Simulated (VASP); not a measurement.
# Hg3Pt (Pm-3m) in VASP: further runs

Runs on Hg3Pt. Level: PBE. Tasks: single point.

All numbers are computed with VASP 6.6.1; they aren't measurements. Logs are shortened: lines on timing, memory, paths and dates and some standing lists are left out, and cuts for length are marked.

## (1) The crystal as given

Symmetry: Pm-3m, No. 221, cubic system. The conventional cell has a = 4.344 Å, b = 4.344 Å, c = 4.344 Å, α = 90.00°, β = 90.00°, γ = 90.00°. Hg (site symmetry 4/mmm) has 8 Hg at 3.07 Å and 4 Pt at 3.07 Å as nearest neighbours. Pt (site symmetry m-3m) is surrounded by 12 Hg at 3.07 Å.

The cell comes from a database or a generator and needn't be the stable form of this composition.

## (2) Single point, PBE

Input file INCAR:

```
PREC = Accurate ; ENCUT = 520
EDIFF = 1E-7 ; ISMEAR = -1
SIGMA = 0.15 ; LREAL = F
LASPH = T ; NELM = 100
ALGO = Normal ; ISIF = 2
LWAVE = F ; LCHARG = T
GGA = PE ; LELF = T
LVHAR = T ; NBANDS = 31
```

Input file KPOINTS:

```
Automatic mesh
0
Gamma
  3 3 3
```

Input file POSCAR:

```
Hg3Pt
1.0
    4.3442200000      0.0000000000      0.0000000000
    0.0000000000      4.3442200000      0.0000000000
    0.0000000000      0.0000000000      4.3442200000
Hg Pt
3 1
Direct
    0.0000000000      0.5000000000      0.5000000000
    0.5000000000      0.0000000000      0.5000000000
    0.5000000000      0.5000000000      0.0000000000
    0.0000000000      0.0000000000      0.0000000000
```

Potentials or basis: VASP PAW PBE potentials, release 64 (Hg, Pt).

Command:

```
cat potpaw_PBE.64/Hg/POTCAR potpaw_PBE.64/Pt/POTCAR > POTCAR
mpirun -np 1 vasp_std > vasp.out
```

OUTCAR:

```text
PREC = Accurate
   ENCUT = 520
   EDIFF = 1E-7
   ISMEAR = -1
   LREAL = F
   LASPH = T
   NELM = 100
   ISIF = 2
   GGA = PE

 ion  position               nearest neighbor table
   1  0.000  0.500  0.500-   2 3.07   3 3.07   4 3.07   3 3.07   4 3.07   2 3.07   4 3.07   4 3.07
                             2 3.07   3 3.07   3 3.07   2 3.07
   2  0.500  0.000  0.500-   1 3.07   3 3.07   4 3.07   3 3.07   4 3.07   1 3.07   3 3.07   3 3.07
                             1 3.07   4 3.07   4 3.07   1 3.07
   3  0.500  0.500  0.000-   1 3.07   2 3.07   4 3.07   1 3.07   2 3.07   2 3.07   4 3.07   2 3.07
                             1 3.07   4 3.07   1 3.07   4 3.07
   4  0.000  0.000  0.000-   1 3.07   2 3.07   3 3.07   1 3.07   2 3.07   1 3.07   3 3.07   1 3.07
                             2 3.07   3 3.07   2 3.07   3 3.07

  LATTYP: Found a simple cubic cell.
 ALAT       =     4.3442200000

  Lattice vectors:

 A1 = (   4.3442200000,   0.0000000000,   0.0000000000)
 A2 = (   0.0000000000,   4.3442200000,   0.0000000000)
 A3 = (   0.0000000000,   0.0000000000,   4.3442200000)

Analysis of symmetry for initial positions (statically):
=====================================================================
 Subroutine PRICEL returns:
 Original cell was already a primitive cell.

 Routine SETGRP: Setting up the symmetry group for a
 simple cubic supercell.

 Subroutine GETGRP returns: Found 48 space group operations
 (whereof 48 operations were pure point group operations)
 out of a pool of 48 trial point group operations.

The static configuration has the point symmetry O_h .

Analysis of symmetry for dynamics (positions and initial velocities):
=====================================================================
 Subroutine PRICEL returns:
 Original cell was already a primitive cell.

 Routine SETGRP: Setting up the symmetry group for a
 simple cubic supercell.

 Subroutine GETGRP returns: Found 48 space group operations
 (whereof 48 operations were pure point group operations)
 out of a pool of 48 trial point group operations.

The dynamic configuration has the point symmetry O_h .

 Subroutine INISYM returns: Found 48 space group operations
 (whereof 48 operations are pure point group operations),
 and found     1 'primitive' translations

----------------------------------------------------------------------------------------

                                     Primitive cell

  volume of cell :      81.9852

  direct lattice vectors                    reciprocal lattice vectors
     4.344220000  0.000000000  0.000000000     0.230190920  0.000000000  0.000000000
     0.000000000  4.344220000  0.000000000     0.000000000  0.230190920  0.000000000
     0.000000000  0.000000000  4.344220000     0.000000000  0.000000000  0.230190920

  length of vectors
     4.344220000  4.344220000  4.344220000     0.230190920  0.230190920  0.230190920

  position of ions in fractional coordinates (direct lattice)
     0.000000000  0.500000000  0.500000000
     0.500000000  0.000000000  0.500000000
     0.500000000  0.500000000  0.000000000
     0.000000000  0.000000000  0.000000000

  ion indices of the primitive-cell ions
   primitive index   ion index
                 1           1
                 2           2
                 3           3
                 4           4

----------------------------------------------------------------------------------------

 KPOINTS: Automatic mesh

Automatic generation of k-mesh.
 Grid dimensions read from file:
 generate k-points for:    3    3    3

 Generating k-lattice:

  Cartesian coordinates                     Fractional coordinates (reciprocal lattice)
     0.076730307  0.000000000  0.000000000     0.333333333  0.000000000  0.000000000
     0.000000000  0.076730307  0.000000000     0.000000000  0.333333333  0.000000000
     0.000000000  0.000000000  0.076730307     0.000000000  0.000000000  0.333333333

  Length of vectors
     0.076730307  0.076730307  0.076730307

  Shift w.r.t. Gamma in fractional coordinates (k-lattice)
     0.000000000  0.000000000  0.000000000

 Subroutine IBZKPT returns following result:
 ===========================================

 Found      4 irreducible k-points:

 Following reciprocal coordinates:
            Coordinates               Weight
  0.000000  0.000000  0.000000      1.000000
  0.333333  0.000000  0.000000      6.000000
  0.333333  0.333333  0.000000     12.000000
  0.333333  0.333333  0.333333      8.000000
   k-points           NKPTS =      4   k-points in BZ     NKDIM =      4   number of bands    NBANDS=     31
   number of dos      NEDOS =    301   number of ions     NIONS =      4
   total plane-waves  NPLWV =  32768
   dimension x,y,z NGX =    32 NGY =   32 NGZ =   32
   dimension x,y,z NGXF=    64 NGYF=   64 NGZF=   64
   ions per type =               3   1
   NGX,Y,Z   is equivalent  to a cutoff of  12.25, 12.25, 12.25 a.u.
   NGXF,Y,Z  is equivalent  to a cutoff of  24.49, 24.49, 24.49 a.u.
 SYSTEM =  unknown system
   PREC   = accura    normal or accurate (medium, high low for compatibility)
   ISTART =      0    job   : 0-new  1-cont  2-samecut
   ICHARG =      2    charge: 1-file 2-atom 10-const
   ISPIN  =      1    spin polarized calculation?
   LNONCOLLINEAR =      F non collinear calculations
   LSORBIT =      F    spin-orbit coupling
   LASPH  =      T    aspherical Exc in radial PAW
   ENCUT  =  520.0 eV  38.22 Ry    6.18 a.u.   8.08  8.08  8.08*2*pi/ulx,y,z
   NELM   =    100;   NELMIN=  2; NELMDL= -5     # of ELM steps
   EDIFF  = 0.1E-06   stopping-criterion for ELM
   LREAL  =      F    real-space projection
   EDIFFG = 0.1E-05   stopping-criterion for IOM
   NSW    =      0    number of steps for IOM
   IBRION =     -1    ionic relax: 0-MD 1-quasi-New 2-CG
   NFREE  =      0    steps in history (QN), initial steepest desc. (CG)
   ISIF   =      2    stress and relaxation
   ISYM   =      2    0-nonsym 1-usesym 2-fastsym
   POTIM  = 0.5000    time-step for ionic-motion
   TEBEG  =    0.0;   TEEND  =   0.0 temperature during run
   PSTRESS=    0.0 pullay stress
   NELECT =      46.0000    total number of electrons
   NUPDOWN=      -1.0000    fix difference up-down
   EMIN   =  10.00;   EMAX   =-10.00  energy-range for DOS
   EFERMI =   0.00;   METHOD = LEGACY
   ISMEAR =    -1;   SIGMA  =   0.15  broadening in eV -4-tet -1-fermi 0-gaus
   EFERMI_NEDOS =   21; number of points for ismear=-14 and -15
   IALGO  =     38    algorithm
   IMIX   =      4    mixing-type and parameters
     AMIX     =   0.40;   BMIX     =  1.00
     AMIX_MAG =   1.60;   BMIX_MAG =  1.00
  volume/ion in A,a.u.               =      20.50       138.32
  Fermi-wavevector in a.u.,A,eV,Ry     =   1.350254  2.551611 24.805968  1.823187
  Thomas-Fermi vector in A             =   2.477774
   LORBIT       =      0    0 simple, 1 ext, 2 COOP (PROOUT), +10 PAW based schemes
   GGA     = PE    functional components
[... 5 lines left out ...]
 non-spin polarized calculation
  energy-cutoff  :      520.00
  volume of cell :       81.99
 maximum number of plane-waves:      2223
   NGX = 17   NGY = 17   NGZ = 17

 number of electron      45.9999994 magnetization

 Free energy of the ion-electron system (eV)
  ---------------------------------------------------
  ext. energy  EPLUGINS =         0.00000000
  ---------------------------------------------------
  free energy    TOTEN  =        -5.94271746 eV

  energy without entropy =       -5.83507181  energy(sigma->0) =       -5.88889463

 E-fermi :   4.5026     XC(G=0): -11.6774

 val. band max:        4.1516441849   @ k =   0.3333   0.3333   0.3333
 cond. band min:       4.5705564631   @ k =   0.0000   0.0000   0.0000
 fundamental gap:      0.4189122782
 Fermi energy:         4.5026299426

 k-point     1 :       0.0000    0.0000    0.0000
  band No.  band energies     occupation
      1      -5.1405      2.00000
      2      -3.9963      2.00000
      3      -3.7351      2.00000
      4      -3.7351      2.00000
      5      -3.7351      2.00000
      6      -3.4771      2.00000
[... 23 lines left out ...]
     30      12.2879      0.00000
     31      13.0312      0.00000

 k-point     2 :       0.3333    0.0000    0.0000
  band No.  band energies     occupation
      1      -4.2197      2.00000
      2      -3.5788      2.00000
      3      -3.5373      2.00000
      4      -3.2998      2.00000
      5      -3.2998      2.00000
      6      -3.2460      2.00000
[... 23 lines left out ...]
     30      11.8050      0.00000
     31      13.1901      0.00000

 k-point     3 :       0.3333    0.3333    0.0000
  band No.  band energies     occupation
      1      -3.6777      2.00000
      2      -3.3230      2.00000
      3      -3.1251      2.00000
      4      -3.0862      2.00000
      5      -3.0442      2.00000
      6      -2.9273      2.00000
[... 23 lines left out ...]
     30      12.1029      0.00000
     31      13.9292      0.00000

 k-point     4 :       0.3333    0.3333    0.3333
  band No.  band energies     occupation
      1      -3.8807      2.00000
      2      -3.4973      2.00000
      3      -3.4691      2.00000
      4      -3.4691      2.00000
      5      -2.8650      2.00000
      6      -2.8650      2.00000
[... 23 lines left out ...]
     30      14.9714      0.00000
     31      15.7543      0.00000

------------------------ aborting loop because EDIFF is reached ----------------------------------------

  FORCE on cell =-STRESS in cart. coord.  units (eV):
  Direction    XX          YY          ZZ          XY          YZ          ZX
  --------------------------------------------------------------------------------------
  -------------------------------------------------------------------------------------
  Total       -0.3492079     -0.3492079     -0.3492079      0.0000000      0.0000000     -0.0000000
  in kB       -6.8243172     -6.8243172     -6.8243172      0.0000000      0.0000000     -0.0000000
  external PRESSURE =      -6.8243172 kB  Pullay stress =       0.0000000 kB

 VOLUME and BASIS-vectors are now :
 -----------------------------------------------------------------------------
  energy-cutoff  :      520.00
  volume of cell :       81.99
      direct lattice vectors                 reciprocal lattice vectors
     4.344220000  0.000000000  0.000000000     0.230190920  0.000000000  0.000000000
     0.000000000  4.344220000  0.000000000     0.000000000  0.230190920  0.000000000
     0.000000000  0.000000000  4.344220000     0.000000000  0.000000000  0.230190920

 POSITION                                       TOTAL-FORCE (eV/Angst)
 -----------------------------------------------------------------------------------
      0.00000      2.17211      2.17211         0.000000      0.000000      0.000000
      2.17211      0.00000      2.17211         0.000000      0.000000      0.000000
      2.17211      2.17211      0.00000         0.000000      0.000000      0.000000
      0.00000      0.00000      0.00000         0.000000      0.000000      0.000000
 -----------------------------------------------------------------------------------
    total drift:                                0.000000     -0.000000     -0.000000

  FREE ENERGIE OF THE ION-ELECTRON SYSTEM (eV)
  ---------------------------------------------------
  free  energy   TOTEN  =        -5.9427174598 eV

  energy  without entropy=       -5.8350718101  energy(sigma->0) =       -5.88889463
```

Run time: 9.6 s. Hardware: 1 thread of Intel Xeon Platinum 8375C at 2.90GHz (Ice Lake), shared host; peak memory 0.17 GiB.

Results:

```
Free energy            : -5.9427 eV
Pressure               : -0.7 GPa
Band gap on the k mesh : none (metal or under the smearing width)
```

Caveat: the k mesh is coarse (spacing up to 0.48 Å⁻¹), so the values aren't converged. Spin-orbit coupling is left out, which matters for the levels of Hg, Pt.

## (3) Single point, PBE

Input file INCAR:

```
SYSTEM = Hg3Pt
PREC = Accurate
ENCUT = 520
EDIFF = 1E-6
ISMEAR = -1
SIGMA = 0.15
LREAL = .False.
LASPH = .True.
NELM = 100
ALGO = Normal
ISIF = 2
LWAVE = .False.
LCHARG = .True.
GGA = PE
LELF = .True.
LVHAR = .True.
NBANDS = 31
```

Input file KPOINTS:

```
regular mesh
0
Gamma
  4 4 4
  0 0 0
```

POSCAR is that of step 2.

Potentials or basis: VASP PAW PBE potentials, release 64 (Hg, Pt).

Command:

```
cat potpaw_PBE.64/Hg/POTCAR potpaw_PBE.64/Pt/POTCAR > POTCAR
mpirun -np 1 vasp_std > vasp.out
```

It took 13 s on 1 thread of Intel Xeon Platinum 8375C at 2.90GHz (Ice Lake), shared host; peak memory 0.18 GiB.

It converged, with:

- Free energy: -5.8369 eV
- Pressure: 0.0 GPa
- Band gap on the k mesh: none (metal or under the smearing width)

Levels at points of the mesh, in eV from the Fermi level:
| k point | band 22 | band 23 | band 24 | band 25 | band 26 | band 27 |
| --- | --- | --- | --- | --- | --- | --- |
| (0.00, 0.00, 0.00) | -0.19 | -0.19 | -0.19 | 1.98 | 1.98 | 3.12 |
| (0.50, 0.00, 0.00) | -1.64 | 0.86 | 2.59 | 3.84 | 3.84 | 3.95 |
| (0.50, 0.50, 0.00) | -1.98 | -1.16 | -0.68 | 4.94 | 5.48 | 5.48 |
| (0.50, 0.50, 0.50) | -1.58 | -1.58 | -1.58 | 0.42 | 0.42 | 0.42 |

Caveat: the k mesh is coarse (spacing up to 0.36 Å⁻¹), so the values aren't converged.

(Continued in part 2 of 2.)
